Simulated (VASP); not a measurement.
Method: vdW-DF2, VASP's PBE PAW potentials (set 64) (plane waves; VASP).

The input files of a VASP run:

KPOINTS:
```
Automatic
0
G
14 14 14
```

INCAR:
```
AGGAC  =  0.0
ALGO  =  Normal
EDIFF  =  1E-6
EDIFFG  =  -0.01
ENCUT  =  520
GGA  =  ML
IBRION  =  2
ISIF  =  3
ISMEAR  =  1
LASPH  =  .TRUE.
LCHARG  =  .FALSE.
LMAXMIX  =  6
LREAL  =  .FALSE.
LUSE_VDW  =  .TRUE.
LWAVE  =  .FALSE.
NELM  =  100
NSW  =  60
PREC  =  Accurate
SIGMA  =  0.1
SYSTEM  =  W
ZAB_VDW  =  -1.8867
```

File POSCAR:
```
W
1
   -1.6225062497     1.6225062497     1.6225062497
    1.6225062497    -1.6225062497     1.6225062497
    1.6225062497     1.6225062497    -1.6225062497
W
1
Direct
  0.0000000000   0.0000000000   0.0000000000
```

POTCAR, in this order: W_sv (PBE.64 set). Program: vasp_std.

The resulting files:

**OUTCAR**
```
 ion  position               nearest neighbor table
   1  0.000  0.000  0.000-
  LATTYP: Found a body centered cubic cell.
 ALAT       =     3.2450124994
 Subroutine PRICEL returns:
 Original cell was already a primitive cell.
 Subroutine GETGRP returns: Found 48 space group operations
The static configuration has the point symmetry O_h .
The dynamic configuration has the point symmetry O_h .
 Subroutine INISYM returns: Found 48 space group operations
 Subroutine IBZKPT returns following result:
 Found    104 irreducible k-points:

 Following reciprocal coordinates:
            Coordinates               Weight
  0.000000  0.000000  0.000000      1.000000
  0.071429  0.000000  0.000000     12.000000
  0.142857  0.000000  0.000000     12.000000
  0.214286  0.000000  0.000000     12.000000
  0.285714  0.000000  0.000000     12.000000
  0.357143  0.000000  0.000000     12.000000
  0.428571  0.000000  0.000000     12.000000
  0.500000  0.000000  0.000000      6.000000
  0.071429  0.071429  0.000000     24.000000
  0.142857  0.071429 -0.000000     48.000000
...
```

File OSZICAR:
```
       N       E                     dE             d eps       ncg     rms          rms(c)
DAV:   1     0.833364491500E+02    0.83336E+02   -0.76884E+03  2288   0.142E+03
DAV:   2    -0.735230840805E+01   -0.90689E+02   -0.87501E+02  2423   0.338E+02
DAV:   3    -0.895991110401E+01   -0.16076E+01   -0.15925E+01  2643   0.447E+01
DAV:   4    -0.896941335646E+01   -0.95023E-02   -0.94992E-02  2496   0.370E+00
DAV:   5    -0.896949924142E+01   -0.85885E-04   -0.85886E-04  2552   0.353E-01    0.175E+01
DAV:   6    -0.853737794319E+01    0.43212E+00   -0.57993E-01  2378   0.102E+01    0.650E+00
DAV:   7    -0.844367347246E+01    0.93704E-01   -0.28327E-01  2480   0.683E+00    0.792E-01
DAV:   8    -0.844396888514E+01   -0.29541E-03   -0.66834E-03  2357   0.112E+00    0.194E-01
DAV:   9    -0.844415960941E+01   -0.19072E-03   -0.13839E-04  2599   0.158E-01    0.825E-02
DAV:  10    -0.844415180947E+01    0.77999E-05   -0.41521E-05  2429   0.988E-02    0.939E-03
DAV:  11    -0.844415271735E+01   -0.90789E-06   -0.31942E-07  1585   0.814E-03
   1 F= -.84441527E+01 E0= -.84441290E+01  d E =-.844415E+01
       N       E                     dE             d eps       ncg     rms          rms(c)
DAV:   1    -0.844626149663E+01   -0.21097E-02   -0.50213E-02  2333   0.349E+00    0.538E-01
DAV:   2    -0.844430571208E+01    0.19558E-02   -0.30570E-03  2315   0.743E-01    0.115E-01
DAV:   3    -0.844402441135E+01    0.28130E-03   -0.82606E-04  2390   0.372E-01    0.998E-02
DAV:   4    -0.844402790647E+01   -0.34951E-05   -0.19728E-05  2344   0.590E-02    0.109E-02
DAV:   5    -0.844402802365E+01   -0.11718E-06   -0.84201E-07  1531   0.119E-02
   2 F= -.84440280E+01 E0= -.84440213E+01  d E =0.124694E-03
       N       E                     dE             d eps       ncg     rms          rms(c)
DAV:   1    -0.844550874207E+01   -0.14808E-02   -0.30549E-02  2333   0.272E+00    0.423E-01
DAV:   2    -0.844433868060E+01    0.11701E-02   -0.18119E-03  2315   0.575E-01    0.914E-02
DAV:   3    -0.844415793280E+01    0.18075E-03   -0.52898E-04  2375   0.298E-01    0.809E-02
DAV:   4    -0.844416476366E+01   -0.68309E-05   -0.10906E-05  2329   0.442E-02    0.107E-02
DAV:   5    -0.844416414520E+01    0.61846E-06   -0.13688E-06  1511   0.154E-02
   3 F= -.84441641E+01 E0= -.84441446E+01  d E =-.114278E-04
```

OUTCAR:
```
------------------------ aborting loop because EDIFF is reached ----------------------------------------
  FORCE on cell =-STRESS in cart. coord.  units (eV):
  Direction    XX          YY          ZZ          XY          YZ          ZX
  --------------------------------------------------------------------------------------
  Total        0.0004439      0.0004439      0.0004439     -0.0000000     -0.0000000      0.0000000
  in kB        0.0415941      0.0415941      0.0415941     -0.0000000     -0.0000000      0.0000000
  external PRESSURE =       0.0415941 kB  Pullay stress =       0.0000000 kB
  volume of cell :       17.10
      direct lattice vectors                 reciprocal lattice vectors
    -1.622977907  1.622977907  1.622977907     0.000000000  0.308075666  0.308075666
     1.622977907 -1.622977907  1.622977907     0.308075666  0.000000000  0.308075666
     1.622977907  1.622977907 -1.622977907     0.308075666  0.308075666  0.000000000
 POSITION                                       TOTAL-FORCE (eV/Angst)
 -----------------------------------------------------------------------------------
      0.00000      0.00000     -0.00000         0.000000     -0.000000      0.000000
 -----------------------------------------------------------------------------------
    total drift:                                0.000000     -0.000000      0.000000
  FREE ENERGIE OF THE ION-ELECTRON SYSTEM (eV)
  ---------------------------------------------------
  free  energy   TOTEN  =        -8.4441641452 eV

  energy  without entropy=       -8.4441055002  energy(sigma->0) =       -8.44414460

 reached required accuracy - stopping structural energy minimisation
```
(Selected blocks of OUTCAR.)

**CONTCAR**
```
W
   1.00000000000000
    -1.6229779066615007    1.6229779066615007    1.6229779066615007
     1.6229779066615007   -1.6229779066615007    1.6229779066615007
     1.6229779066615007    1.6229779066615007   -1.6229779066615007
  W
     1
Direct
     0.0000000000000000    0.0000000000000000    0.0000000000000000
```

The compound is W in the bcc structure. This run relaxes it. Symmetry was kept, so distortions that lower it aren't found. The start is the result of an earlier pass.
